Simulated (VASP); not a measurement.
Here is the system:

```yaml
crystal:
  lattice:
    - [4.87962, 0.00000, 0.00000]
    - [0.00000, 4.87962, 0.00000]
    - [0.00000, 0.00000, 4.87962]
  atoms:
    - { symbol: Ge, position: [0.00000, 0.00000, 0.00000] }
    - { symbol: Ge, position: [0.50000, 0.50000, 0.50000] }
    - { symbol: Mo, position: [0.25000, 0.00000, 0.50000] }
    - { symbol: Mo, position: [0.75000, 0.00000, 0.50000] }
    - { symbol: Mo, position: [0.50000, 0.75000, 0.00000] }
    - { symbol: Mo, position: [0.50000, 0.25000, 0.00000] }
    - { symbol: Mo, position: [0.00000, 0.50000, 0.75000] }
    - { symbol: Mo, position: [0.00000, 0.50000, 0.25000] }
```

Method: LDA (Ceperley-Alder, Perdew-Zunger), VASP's LDA PAW potentials (set 64) (plane waves; VASP). Run with 400 eV cut-off, 7×7×7 Γ-centred mesh, tetrahedra with Blöchl corrections, potentials Ge_d Mo_sv.

The cores are frozen, which limits the accuracy of field gradients.

### Question
Give the principal components of the electric field gradient (V/Å²) and the asymmetry η at each nucleus.

### Answer

| atom | Vxx | Vyy | Vzz | η |
|---|---|---|---|---|
| Ge1 | 0.0 | 0.0 | 0.0 | - |
| Ge2 | 0.0 | 0.0 | 0.0 | - |
| Mo3 | -18.8 | -18.8 | 37.6 | 0.00 |
| Mo4 | -18.8 | -18.8 | 37.6 | 0.00 |
| Mo5 | -18.8 | -18.8 | 37.6 | 0.00 |
| Mo6 | -18.8 | -18.8 | 37.6 | 0.00 |
| Mo7 | -18.8 | -18.8 | 37.6 | 0.00 |
| Mo8 | -18.8 | -18.8 | 37.6 | 0.00 |

The structure comes from a computed database's GeMo3 entry (Pm-3n); how it stands against other phases isn't given here. It was relaxed first.
